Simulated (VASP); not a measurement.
An input for Ansatz (written as the equivalent of a VASP run, and not itself run):

Ansatz 0.2 input:
```yaml
crystal:
  lattice:
    - [3.5940200, 0.0000000, 0.0000000]
    - [0.0000000, 3.5940200, 0.0000000]
    - [0.0000000, 0.0000000, 3.5940200]
  atoms:
    - { symbol: Fe, position: [0.0000000, 0.0000000, 0.0000000], spin: 3 }
    - { symbol: Ni, position: [0.0000000, 0.5000000, 0.5000000], spin: 0.5 }
    - { symbol: Ni, position: [0.5000000, 0.0000000, 0.5000000], spin: 0.5 }
    - { symbol: Ni, position: [0.5000000, 0.5000000, 0.0000000], spin: 0.5 }
kpoints:
  mp_grid: { grid: [7, 7, 7] }
hamiltonian:
  xc: pbesol
  pseudopotentials: { kind: paw }
magnetization: { spin_polarized: true }
scf:
  occupations: { method: fermi_dirac, width: 0.136 }
  max_iter: 100
output: { forces: true, stress: true, eigenvalues: true }
```

Q: Translate this input to VASP (INCAR, KPOINTS, POSCAR, choice of POTCAR).

A: This is not unique; one that fits is 
**KPOINTS**
```
K-points
0
gamma
 7 7 7
0 0 0
```

File POSCAR:
```
Ni3Fe
1
    3.5940200000     0.0000000000     0.0000000000
    0.0000000000     3.5940200000     0.0000000000
    0.0000000000     0.0000000000     3.5940200000
Fe Ni
1 3
Direct
  0.0000000000   0.0000000000   0.0000000000
  0.0000000000   0.5000000000   0.5000000000
  0.5000000000   0.0000000000   0.5000000000
  0.5000000000   0.5000000000   0.0000000000
```

INCAR:
```
# general
SYSTEM  = Ni3Fe
PREC    = Accurate
ENCUT   = 300   # plane-wave cut-off (eV)
LREAL   = F   # projection in real space or not
LASPH   = T   # aspherical one-centre terms

# electronic loop
EDIFF   = 1E-6
NELM    = 100
ALGO    = Normal
LMAXMIX = 4

# smearing
ISMEAR  = -1   # Fermi-Dirac
SIGMA   = 0.136

# functional
GGA     = PS   # PBEsol

# spin
ISPIN   = 2
MAGMOM  = 3.0 0.5 0.5 0.5

# ions
ISIF    = 2

# output
LWAVE   = F
LCHARG  = F
LORBIT  = 11   # lm-projected
```

POTCAR, in this order: Fe Ni (PBE.64 set). Program: vasp_std.

What does not carry over: each code has its own PAW files, so the cut-off isn't converted (ENCUT is set for VASP's; basis.ecutwfc is left out, and Ansatz then takes the one that its files recommend); Ansatz stops its SCF on the density residual and VASP on the energy change (EDIFF).

The structure is a typed Ni3Fe crystal (Pm-3m). The cell was not relaxed at this level.
